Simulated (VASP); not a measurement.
Consider the following.

```
CELL_PARAMETERS angstrom
      0.00000     2.69659     2.69659
      2.69659     0.00000     2.69659
      2.69659     2.69659     0.00000
ATOMIC_POSITIONS crystal
  Al 0.00000 0.00000 0.00000
  P  0.25000 0.25000 0.25000
```

All values below come from PBE0 hybrid, VASP's PBE PAW potentials (set 64) (plane waves; VASP). Settings: 520 eV cut-off, 6×6×6 Γ-centred mesh, Gaussian smearing of 0.050 eV, potentials Al P.

Question: What does the run give for the energy per atom (σ→0), pressure, band gap (on the k-mesh) with the smallest direct gap where there is one?

Answer: 
The band gap (on the k-mesh) comes out as 2.88 eV, the smallest direct gap (on the k-mesh) is 5.26 eV and the energy per atom (σ→0) is -6.437 eV/atom. The pressure comes out as 4.18 GPa.

The compound is AlP in the zinc blende structure. This cell is one point of a volume scan, at 0.94 of the reference volume. The cell's shape comes from a PBE relaxation.
